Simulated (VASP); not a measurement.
All values below come from PBE GGA, VASP's PBE PAW potentials (set 64) (plane waves; VASP).

Input for VASP

KPOINTS:
```
Automatic mesh
0
Gamma
7 7 7
0 0 0
```

**INCAR**
```
# general
SYSTEM  = Pt3Ti
PREC    = Accurate
ENCUT   = 750
LREAL   = .FALSE.
LASPH   = .TRUE.

# electronic loop
EDIFF   = 1E-6
NELM    = 100
ALGO    = Normal
LMAXMIX = 6

# smearing
ISMEAR  = 1
SIGMA   = 0.1

# functional
GGA     = PE

# ions
ISIF    = 2

# output
LWAVE   = .FALSE.
LCHARG  = .FALSE.
```

### POSCAR
```
Pt3Ti
3.99840
  1.0000000000   0.0000000000   0.0000000000
  0.0000000000   1.0000000000   0.0000000000
  0.0000000000   0.0000000000   1.0000000000
Ti Pt
1 3
Cart
  0.0000000000   0.0000000000   0.0000000000
  0.0000000000   0.5000000000   0.5000000000
  0.5000000000   0.0000000000   0.5000000000
  0.5000000000   0.5000000000   0.0000000000
```

POTCAR, in this order: Ti_sv Pt (PBE.64 set). Program: vasp_std.

Output

**OSZICAR**
```
       N       E                     dE             d eps       ncg     rms          rms(c)
DAV:   1     0.440954376118E+03    0.44095E+03   -0.26381E+04  1000   0.235E+03
DAV:   2     0.955503628727E+01   -0.43140E+03   -0.42413E+03  1041   0.522E+02
DAV:   3    -0.314628933057E+02   -0.41018E+02   -0.39904E+02  1557   0.127E+02
DAV:   4    -0.328296217429E+02   -0.13667E+01   -0.13610E+01  1174   0.243E+01
DAV:   5    -0.328806119719E+02   -0.50990E-01   -0.50884E-01  1439   0.464E+00    0.189E+01
DAV:   6    -0.312500114066E+02    0.16306E+01   -0.28064E+01  1419   0.344E+01    0.161E+01
DAV:   7    -0.303898790230E+02    0.86013E+00   -0.38720E+01  1475   0.358E+01    0.923E+00
DAV:   8    -0.296619058582E+02    0.72797E+00   -0.16678E+00  1414   0.952E+00    0.458E+00
DAV:   9    -0.295293607959E+02    0.13255E+00   -0.22562E+00  1516   0.791E+00    0.233E+00
DAV:  10    -0.294814804419E+02    0.47880E-01   -0.28642E-01  1456   0.359E+00    0.430E-01
DAV:  11    -0.294846903929E+02   -0.32100E-02   -0.60040E-03  1399   0.543E-01    0.576E-01
DAV:  12    -0.294814188057E+02    0.32716E-02   -0.22172E-02  1531   0.857E-01    0.859E-02
DAV:  13    -0.294813778396E+02    0.40966E-04   -0.37220E-04  1252   0.140E-01    0.263E-02
DAV:  14    -0.294813803472E+02   -0.25076E-05   -0.16572E-05  1296   0.303E-02    0.257E-02
DAV:  15    -0.294813752035E+02    0.51437E-05   -0.38646E-05  1487   0.394E-02    0.304E-03
DAV:  16    -0.294813754626E+02   -0.25909E-06   -0.45406E-07   636   0.571E-03
   1 F= -.29481375E+02 E0= -.29481793E+02  d E =0.125334E-02
```

File OUTCAR:
```
------------------------ aborting loop because EDIFF is reached ----------------------------------------
  FORCE on cell =-STRESS in cart. coord.  units (eV):
  Direction    XX          YY          ZZ          XY          YZ          ZX
  --------------------------------------------------------------------------------------
  Total       -3.1800039     -3.1800039     -3.1800039      0.0000000      0.0000000      0.0000000
  in kB      -79.7038912    -79.7038912    -79.7038912      0.0000000      0.0000000      0.0000000
  external PRESSURE =     -79.7038912 kB  Pullay stress =       0.0000000 kB
  volume of cell :       63.92
      direct lattice vectors                 reciprocal lattice vectors
     3.998400000  0.000000000  0.000000000     0.250100040  0.000000000  0.000000000
     0.000000000  3.998400000  0.000000000     0.000000000  0.250100040  0.000000000
     0.000000000  0.000000000  3.998400000     0.000000000  0.000000000  0.250100040
 POSITION                                       TOTAL-FORCE (eV/Angst)
 -----------------------------------------------------------------------------------
      0.00000      0.00000      0.00000         0.000000      0.000000      0.000000
      0.00000      1.99920      1.99920         0.000000      0.000000      0.000000
      1.99920      0.00000      1.99920         0.000000      0.000000      0.000000
      1.99920      1.99920      0.00000         0.000000      0.000000      0.000000
 -----------------------------------------------------------------------------------
    total drift:                                0.000000      0.000000      0.000000
  FREE ENERGIE OF THE ION-ELECTRON SYSTEM (eV)
  ---------------------------------------------------
  free  energy   TOTEN  =       -29.4813754626 eV

  energy  without entropy=      -29.4826287988  energy(sigma->0) =      -29.48179324
```
(Selected blocks of OUTCAR.)

The compound is Pt3Ti in the L1_2 structure. The cell was not relaxed at this level. The run is one of a series of settings (ENCUT = 750 against the base run), some of them coarse on purpose.
